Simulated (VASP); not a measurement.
These are vdW-DF-cx, VASP's PBE PAW potentials (set 64) (plane waves; VASP 6.6.1) values and carry that method's errors.

VASP ran on this input.

POSCAR:
```
V
2.5639010
 -0.5773502459   0.5773502459   0.5773502459
  0.5773502459  -0.5773502459   0.5773502459
  0.5773502459   0.5773502459  -0.5773502459
V
1
Direct
  0.0000000000   0.0000000000   0.0000000000
```

### KPOINTS
```
Automatic mesh
0
Gamma
17 17 17
0 0 0
```

**INCAR**
```
! general
SYSTEM    =  V
PREC      =  Accurate
ENCUT     =  520   ! plane-wave cut-off (eV)
LREAL     =  .FALSE.   ! projection in real space or not
LASPH     =  .TRUE.

! electronic loop
EDIFF     =  1E-7
NELM      =  100   ! most electronic steps
ALGO      =  Normal
LMAXMIX   =  4

! smearing
ISMEAR    =  1
SIGMA     =  0.1

! functional
GGA       =  CX
LUSE_VDW  =  .TRUE.
AGGAC     =  0.0

! ions
ISIF      =  2

! output
LWAVE     =  .FALSE.
LCHARG    =  .FALSE.
```

POTCAR, in this order: V_sv (PBE.64 set). Program: vasp_std.

The resulting files:

File OSZICAR:
```
       N       E                     dE             d eps       ncg     rms          rms(c)
DAV:   1     0.874538323209E+02    0.87454E+02   -0.73036E+03  3300   0.142E+03
DAV:   2    -0.621525330905E+01   -0.93669E+02   -0.91791E+02  3378   0.368E+02
DAV:   3    -0.759533323255E+01   -0.13801E+01   -0.13590E+01  3454   0.530E+01
DAV:   4    -0.760418883574E+01   -0.88556E-02   -0.88540E-02  3332   0.435E+00
DAV:   5    -0.760428676199E+01   -0.97926E-04   -0.97927E-04  3452   0.465E-01    0.199E+01
DAV:   6    -0.624671595170E+01    0.13576E+01   -0.53304E+00  3316   0.351E+01    0.218E+00
DAV:   7    -0.622643722813E+01    0.20279E-01   -0.25443E-02  3326   0.224E+00    0.106E+00
DAV:   8    -0.621843244849E+01    0.80048E-02   -0.69974E-03  3318   0.148E+00    0.759E-02
DAV:   9    -0.621846440573E+01   -0.31957E-04   -0.12494E-04  3350   0.187E-01    0.337E-02
DAV:  10    -0.621847556395E+01   -0.11158E-04   -0.12318E-05  3314   0.415E-02    0.158E-03
DAV:  11    -0.621847586144E+01   -0.29750E-06   -0.61639E-08  1854   0.393E-03    0.773E-04
DAV:  12    -0.621847603828E+01   -0.17684E-06   -0.28852E-08  1660   0.290E-03    0.359E-04
DAV:  13    -0.621847604854E+01   -0.10260E-07   -0.30054E-09  1652   0.966E-04
   1 F= -.62184760E+01 E0= -.62181140E+01  d E =-.108603E-02
```

### OUTCAR
```
------------------------ aborting loop because EDIFF is reached ----------------------------------------
  FORCE on cell =-STRESS in cart. coord.  units (eV):
  Direction    XX          YY          ZZ          XY          YZ          ZX
  --------------------------------------------------------------------------------------
  Total        0.0179163      0.0179163      0.0179163      0.0000000      0.0000000      0.0000000
  in kB        2.2124721      2.2124721      2.2124721      0.0000000      0.0000000      0.0000000
  external PRESSURE =       2.2124721 kB  Pullay stress =       0.0000000 kB
  volume of cell :       12.97
      direct lattice vectors                 reciprocal lattice vectors
    -1.480268873  1.480268873  1.480268873     0.000000000  0.337776474  0.337776474
     1.480268873 -1.480268873  1.480268873     0.337776474  0.000000000  0.337776474
     1.480268873  1.480268873 -1.480268873     0.337776474  0.337776474  0.000000000
 POSITION                                       TOTAL-FORCE (eV/Angst)
 -----------------------------------------------------------------------------------
      0.00000      0.00000      0.00000         0.000000      0.000000     -0.000000
 -----------------------------------------------------------------------------------
    total drift:                                0.000000     -0.000000      0.000000
  FREE ENERGIE OF THE ION-ELECTRON SYSTEM (eV)
  ---------------------------------------------------
  free  energy   TOTEN  =        -6.2184760485 eV

  energy  without entropy=       -6.2173900189  energy(sigma->0) =       -6.21811404
```
(Selected blocks of OUTCAR.)

OUTCAR:
```
 val. band max:       10.0298066135   @ k =  -0.2353   0.2353   0.1765

 cond. band min:      10.0435535986   @ k =   0.2353   0.0000   0.0000


 Fermi energy:        10.0421974657

 k-point     1 :       0.0000    0.0000    0.0000
  band No.  band energies     occupation
      1     -53.3873      2.00000
      2     -26.7552      2.00000
      3     -26.7552      2.00000
      4     -26.7552      2.00000
      5       3.3948      2.00000
      6      10.4489     -0.00000
      7      10.4489     -0.00000
      8      10.4489     -0.00000
      9      12.5607      0.00000
     10      12.5607      0.00000

 k-point     2 :       0.0588    0.0000    0.0000
  band No.  band energies     occupation
      1     -53.3796      2.00000
      2     -26.7913      2.00000
      3     -26.7661      2.00000
      4     -26.7554      2.00000
      5       3.5401      2.00000
      6      10.3856     -0.00001
      7      10.4358     -0.00000
      8      10.5540     -0.00000
      9      12.4867      0.00000
     10      12.5647      0.00000

 k-point     3 :       0.1176    0.0000    0.0000
  band No.  band energies     occupation
      1     -53.3573      2.00000
      2     -26.8943      2.00000
      3     -26.7973      2.00000
      4     -26.7562      2.00000
      5       3.9614      2.00000
      6      10.2086     -0.04028
      7      10.3746     -0.00003
      8      10.8620     -0.00000
      9      12.3219      0.00000
     10      12.5792      0.00000

 k-point     4 :       0.1765    0.0000    0.0000
  band No.  band energies     occupation
      1     -53.3235      2.00000
      2     -27.0483      2.00000
      3     -26.8443      2.00000
      4     -26.7575      2.00000
      5       4.6115      2.00000
      6       9.9508      2.02751
      7      10.2279     -0.02470
      8      11.3507     -0.00000
      9      12.1971      0.00000
     10      12.6102      0.00000

 k-point     5 :       0.2353    0.0000    0.0000
...
```

The compound is V in the bcc structure. It was relaxed first, which changed the volume by -7 %. The run is not spin-polarised, so no magnetic state was tried.
